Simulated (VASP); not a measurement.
TiPbO4:

```
Ti Pb O
1.0
     3.39179   -3.40340    0.00000
     3.39179    3.40340    0.00000
     0.00000    0.00000    3.14008
Ti Pb O
1 1 4
Direct
  0.50000 0.50000 0.50000
  0.00000 0.00000 0.00000
  0.20337 0.20337 0.50000
  0.79663 0.79663 0.50000
  0.68597 0.31403 0.00000
  0.31403 0.68597 0.00000
```

The cell was built by a generator and needn't be a form met in nature.

- Program: VASP 6.6.1
- Task: relaxation of cell and atoms
- Functional: PBE
- Potentials or basis: VASP PAW PBE potentials, release 64 (Ti_sv, Pb_d, O)
- Cutoff: 520 eV
- k mesh: 3 × 3 × 5
- Occupations: gaussian, width 0.15 eV
- Spin: no spin polarisation

At the start: pressure 8.3 GPa; volume 12.08 Å³/atom.

Task: How do energy, volume and symmetry change on relaxing?

Result: Over 5 steps the energy falls by 46.0 meV/atom and the volume is 12.60 Å³/atom (+4.3 %); space group Cmmm (No. 65, to 0.05 Å).

Step by step:
```csv
step,energy change (eV),largest force (eV/Å),pressure (GPa),volume (Å³)
1,0.0000,1.9081,8.33,72.50
2,-0.1631,0.6430,-7.02,79.28
3,-0.2623,0.3922,-2.17,76.46
4,-0.2701,0.2609,1.66,75.06
5,-0.2759,0.0275,0.32,75.60
```

Final structure:
```xyz
6
Lattice="3.4290 -3.4562 0.0000 3.4290 3.4562 0.0000 0.0000 0.0000 3.1897" Properties=species:S:1:pos:R:3 pbc="T T T"
Ti    3.4290    0.0000    1.5948
Pb    0.0000    0.0000    0.0000
O     1.4587    0.0000    1.5948
O     5.3992    0.0000    1.5948
O     3.4289   -1.2257    0.0000
O     3.4289    1.2257    0.0000
```

Caveat: the k mesh is coarse (spacing up to 0.44 Å⁻¹), so the values aren't converged.
